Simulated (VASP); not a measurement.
# LaBeI3: single point with r2SCAN

The system is LaBeI3.

```
CELL_PARAMETERS angstrom
5.25403 0.00000 0.00000
0.00000 5.25403 0.00000
0.00000 0.00000 5.25403
ATOMIC_POSITIONS crystal
I 0.50000 0.50000 0.00000
I 0.00000 0.50000 0.50000
I 0.50000 0.00000 0.50000
La 0.00000 0.00000 0.00000
Be 0.50000 0.50000 0.50000
```

The cell was built by a generator and needn't be a form met in nature.

- Program: VASP 6.6.1
- Task: single point
- Functional: r2SCAN
- Potentials or basis: VASP PAW PBE potentials, release 64 (I, La, Be)
- Cutoff: 520 eV
- k mesh: 7 × 7 × 7
- Occupations: fermi-dirac, width 0.1 eV
- Spin: no spin polarisation

| Quantity | Value |
| --- | --- |
| Pressure | 1.6 GPa |
| Valence electrons inside the program's atomic spheres | I 4.38; La 8.38; Be 0.84 |

Levels at points of the mesh, in eV from the Fermi level:
```
           k point  band 15  band 16  band 17  band 18  band 19  band 20
(0.00, 0.00, 0.00)    -3.59    -3.59    -2.41    -0.74    -0.74    -0.20
```

It took 6.4 min on 1 thread of Intel(R) Xeon(R) Platinum 8488C (Sapphire Rapids), with other jobs on the host, peak memory 0.31 GiB.

Caveat: the bands computed are all filled at some k points, so no gap is given; the PAW data sets were made with another functional, which shifts forces and pressure a little. The run has no spin-orbit coupling, so splittings on I, La are missing.
